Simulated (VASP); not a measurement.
Input:

```yaml
crystal:
  lattice:
    - [0.00000, 2.39419, 2.39419]
    - [2.39419, 0.00000, 2.39419]
    - [2.39419, 2.39419, 0.00000]
  atoms:
    - { symbol: Ca, position: [0.00000, 0.00000, 0.00000] }
    - { symbol: O, position: [0.50000, 0.50000, 0.50000] }
```

Method: vdW-DF2, VASP's PBE PAW potentials (set 64) (plane waves; VASP). Run with 520 eV cut-off, 9×9×9 Γ-centred mesh, Gaussian smearing of 0.050 eV, potentials Ca_sv O.

Q: Give the stress tensor in GPa (positive for a compressed cell).

A: 
```
7.41  0.00  0.00
0.00  7.41  0.00
0.00  0.00  7.41
```
The pressure is its mean diagonal, 7.41 GPa.

The compound is CaO in the rock salt structure. This cell is one point of a volume scan, at 0.94 of the reference volume.
